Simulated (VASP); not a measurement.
Here is the system:

```yaml
crystal:
  lattice:
    - [-0.00177, 6.17746, 6.17828]
    - [6.17746, -0.00177, 6.17828]
    - [3.08784, 3.08784, 0.00000]
  atoms:
    - { symbol: Zn, position: [0.00086, 0.00086, 0.99827] }
    - { symbol: Zn, position: [0.00232, 0.49801, 0.99968] }
    - { symbol: Zn, position: [0.49801, 0.00232, 0.99968] }
    - { symbol: Te, position: [0.12502, 0.12502, 0.24996] }
    - { symbol: Te, position: [0.10921, 0.63012, 0.26067] }
    - { symbol: Te, position: [0.63012, 0.10921, 0.26067] }
    - { symbol: Te, position: [0.63616, 0.63616, 0.22768] }
    - { symbol: Hg, position: [0.49830, 0.49830, 0.00339] }
```

Method: PBEsol GGA, VASP's PBE PAW potentials (set 64) (plane waves; VASP 6.6.1). Settings: 400 eV cut-off, Gaussian smearing of 0.050 eV, potentials Zn Te Hg.

Unless said otherwise, spin-orbit coupling is left out, though it shifts the bands of the heavy elements here.

Question: Give the energies of bands 29 to 42 at the high-symmetry points, in eV from the valence-band maximum.

Answer: 
```tsv
band	Γ	Y	C0	Z	A0	T	S	R
29	-2.38	-2.72	-3.12	-3.07	-2.46	-2.42	-2.68	-2.80
30	-1.24	-2.71	-2.06	-2.91	-2.42	-2.38	-2.60	-2.77
31	-1.11	-1.63	-1.69	-2.84	-2.39	-2.35	-1.93	-2.59
32	-1.10	-1.59	-1.60	-2.81	-2.30	-2.34	-1.75	-2.56
33	-0.98	-1.50	-1.58	-2.78	-1.85	-1.25	-0.86	-1.91
34	-0.14	-1.27	-1.37	-2.56	-1.60	-1.03	-0.84	-1.91
35	-0.12	-1.26	-1.28	-1.24	-1.17	-0.98	-0.47	-1.68
36	0.00	-0.75	-0.53	-0.95	-1.13	-0.87	-0.36	-1.53
37	0.51	2.23	2.39	2.70	1.65	1.00	1.52	2.23
38	1.10	2.29	2.48	2.72	1.97	1.40	1.67	2.34
39	1.51	2.71	2.56	3.96	2.04	1.73	2.36	2.36
40	2.00	2.82	2.75	4.22	2.43	2.18	2.62	2.98
41	2.25	3.19	3.44	4.54	2.49	2.21	4.33	4.24
42	4.15	3.40	3.69	4.58	2.69	2.31	4.42	4.33
```

The gap is direct, 0.51 eV, from the valence maximum at Γ to the conduction minimum at Γ.

The structure was generated: HgZn3Te4 was put into an ordered model structure (Amm2), which need not be its known phase. It was relaxed first.
